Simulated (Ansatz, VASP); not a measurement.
# CsPbBr3: VASP beside Ansatz, part 2 of 2

Aim: how closely do two programs agree when they are given the same cell, functional and k mesh? The cell is taken from a series of runs on this material, whose earlier steps may have relaxed, scaled, displaced or heated it; both programs get it as it stands.

VASP 6.6.1 and Ansatz 0.2.0.

So far: Starting point; Ansatz: relaxation of cell and atoms, PBEsol; VASP: relaxation of cell and atoms, PBEsol.

**3. VASP: relaxation of cell and atoms, PBEsol (continued)**

Level of this step: PBEsol; plane waves and PAW (Cs_sv, Pb_d, Br) (VASP).

Numbers of over 12 decimals in the logs are rounded to 6 here.

Parts of OUTCAR (step 3):

```text
ion  position               nearest neighbor table
   1  0.000  0.000  0.000-
   2  0.500  0.500  0.500-   3 2.94   4 2.94   5 2.94   5 2.94   4 2.94   3 2.94
   3  0.000  0.500  0.500-   2 2.94   2 2.94
   4  0.500  0.000  0.500-   2 2.94   2 2.94
   5  0.500  0.500  0.000-   2 2.94   2 2.94

  LATTYP: Found a simple cubic cell.
 ALAT       =     5.8700000000

 Subroutine GETGRP returns: Found 48 space group operations
 (whereof 48 operations were pure point group operations)

The static configuration has the point symmetry O_h .

 Found     20 irreducible k-points:

   k-points           NKPTS =     20   k-points in BZ     NKDIM =     20   number of bands    NBANDS=     28

   dimension x,y,z NGX =    48 NGY =   48 NGZ =   48
   dimension x,y,z NGXF=    96 NGYF=   96 NGZF=   96

   ENCUT  =  500.0 eV  36.75 Ry    6.06 a.u.  10.70 10.70 10.70*2*pi/ulx,y,z

   NELECT =      44.0000    total number of electrons

 k-points in reciprocal lattice and weights: Automatic mesh
   0.00000000  0.00000000  0.00000000       0.005
   0.16666667  0.00000000  0.00000000       0.028
   0.33333333  0.00000000  0.00000000       0.028
   0.50000000  0.00000000  0.00000000       0.014
   0.16666667  0.16666667  0.00000000       0.056
   0.33333333  0.16666667  0.00000000       0.111
   0.50000000  0.16666667  0.00000000       0.056
   0.33333333  0.33333333  0.00000000       0.056
   0.50000000  0.33333333  0.00000000       0.056
[...]
0.50000000  0.50000000  0.33333333       0.028
   0.50000000  0.50000000  0.50000000       0.005

 average (electrostatic) potential at core
       1 -49.7478       2 -95.7649       3 -64.0230       4 -64.0230       5 -64.0230

 E-fermi :   1.9123

 k-point     1 :       0.0000    0.0000    0.0000
  band No.  band energies     occupation
    ...
     18      -0.9716      2.00000
     19      -0.9716      2.00000
     20      -0.8526      2.00000
     21      -0.8526      2.00000
     22      -0.8526      2.00000
     23       4.0756      0.00000
     24       5.2166      0.00000
     25       5.2166      0.00000
     26       5.9586      0.00000
     27       5.9586      0.00000
    ...

 k-point     2 :       0.1667    0.0000    0.0000
  band No.  band energies     occupation
    ...
     18      -1.0045      2.00000
     19      -1.0045      2.00000
     20      -0.8847      2.00000
     21      -0.8847      2.00000
     22      -0.8677      2.00000
     23       4.3516      0.00000
     24       5.3833      0.00000
     25       5.4321      0.00000
     26       6.0527      0.00000
     27       6.1201      0.00000
    ...

 k-point     3 :       0.3333    0.0000    0.0000
  band No.  band energies     occupation
    ...
     18      -1.0802      2.00000
     19      -1.0743      2.00000
     20      -0.9393      2.00000
     21      -0.9393      2.00000
     22      -0.6675      2.00000
     23       4.5651      0.00000
     24       5.0974      0.00000
     25       5.8207      0.00000
     26       5.9400      0.00000
     27       6.3128      0.00000
    ...

  Total        0.0056112      0.0056112      0.0056112      0.0000000      0.0000000     -0.0000000
  in kB        0.0444135      0.0444135      0.0444135      0.0000000      0.0000000     -0.0000000
  external PRESSURE =       0.0444135 kB  Pullay stress =       0.0000000 kB

  energy-cutoff  :      500.00
  volume of cell :      202.42
      direct lattice vectors                 reciprocal lattice vectors
     5.871518687  0.000000000 -0.000000000     0.170313688  0.000000000 -0.000000000
    -0.000000000  5.871518687 -0.000000000    -0.000000000  0.170313688 -0.000000000
     0.000000000  0.000000000  5.871518687     0.000000000  0.000000000  0.170313688

 POSITION                                       TOTAL-FORCE (eV/Angst)
 -----------------------------------------------------------------------------------
      0.00000      0.00000      0.00000        -0.000000     -0.000000      0.000000
      2.93576      2.93576      2.93576         0.000000      0.000000      0.000000
      0.00000      2.93576      2.93576        -0.000000     -0.000000      0.000000
      2.93576      0.00000      2.93576        -0.000000     -0.000000      0.000000
      2.93576      2.93576     -0.00000        -0.000000     -0.000000      0.000000
 -----------------------------------------------------------------------------------
    total drift:                                0.000000     -0.000000     -0.000000

  FREE ENERGIE OF THE ION-ELECTRON SYSTEM (eV)
  ---------------------------------------------------
  free  energy   TOTEN  =       -16.8073132717 eV

  energy  without entropy=      -16.8073132717  energy(sigma->0) =      -16.80731327

 reached required accuracy - stopping structural energy minimisation

 total charge
# of ion       s       p       d       tot
------------------------------------------
    1        1.841   4.699   0.011   6.551
    2        1.488   0.489   9.851  11.828
    3        1.604   3.234   0.008   4.846
    4        1.604   3.234   0.008   4.846
    5        1.604   3.234   0.008   4.846
--------------------------------------------------
tot          8.141  14.889   9.887  32.916

[... 3 further parts left out ...]
```

CONTCAR:

```
CsPbBr3
   1.00000000000000
     5.8715186869113332    0.0000000000000000   -0.0000000000000000
    -0.0000000000000000    5.8715186869113332   -0.0000000000000000
     0.0000000000000000    0.0000000000000000    5.8715186869113332
  Cs              Pb              Br
     1     1     3
Direct
     0.0000000000000000    0.0000000000000000    0.0000000000000000
     0.5000000000000000    0.5000000000000000    0.5000000000000000
     0.0000000000000000    0.5000000000000000    0.5000000000000000
     0.5000000000000000    0.0000000000000000    0.5000000000000000
     0.5000000000000000    0.5000000000000000    0.0000000000000000
```

**4. Comparison**

Known differences besides the potentials themselves: the cutoff is 420 eV in Ansatz and 500 eV in VASP; Ansatz makes its cores anew for this functional, VASP keeps those of its PBE data sets; Ansatz adds a Pulay correction to the stress that steers its cell, VASP none. Total energies have different zeros and are not compared.

The two programs side by side:

| quantity | Ansatz | VASP | difference |
| --- | --- | --- | --- |
| volume (Å³) | 202.26 | 202.42 | -0.08 % |
| edge a after relaxation, in the typed setting (Å) | 5.870 | 5.872 | -0.03 % |

**5. Results**

```yaml
difference_in_volume_relaxation_of_cell_and_atoms_pbesol: -0.078 %
```

What this shows: The difference in volume is -0.078 % (relaxation of cell and atoms, PBEsol), within the 1.2 % picked in this series as the mark of a large difference, as far as the stopping tolerances let one tell. 4 further runs of this series are not shown here. How closely two codes agree says nothing of how well the functional describes the real material.

[Lines on the potential files, build, host, timing and source positions are cut from VASP's logs without a mark.]

[Logs are printed without paths, hosts, clocks, repeated set-up lines and the standing remarks that a program may print on its own settings, such as how far it seeks lower states.]

[Hosts, paths, dates, database ids (printed as entryN), source tags and the programs' standing remarks are cut or masked in the printed files.]
